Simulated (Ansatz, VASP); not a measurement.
**One calculation of Sr3B, two programs**

```
Sr B
1.0
     0.00000    4.04378    4.04378
     4.04378    0.00000    4.04378
     4.04378    4.04378    0.00000
Sr B
3 1
Direct
  0.00000 0.00000 0.00000
  0.25000 0.25000 0.25000
  0.75000 0.75000 0.75000
  0.50000 0.50000 0.50000
```

Alike in both runs: functional PBE; k mesh 10 × 10 × 10; occupations gaussian, width 0.1 eV; no spin polarisation.

Ansatz relaxed the structure, and its values are those at the end. VASP's run is a single point on that final structure, the one shown.

|  | VASP | Ansatz |
| --- | --- | --- |
| version | VASP 6.6.1 | Ansatz 0.2.0 |
| potentials or method | VASP PAW PBE potentials, release 64 (Sr_sv, B) | scalar-relativistic, plane waves, PAW |
| plane-wave cutoff (eV) | 520 | 420 |
| valence electrons in the cell | 33 | 33 |

```tsv
	VASP	Ansatz	Ansatz less VASP
gap on the k mesh at the Fermi level (eV)	none	none	-
pressure (GPa)	0.0	0.0	-0.04
```

A gap of «none» marks a metal or a gap that the smearing closes.
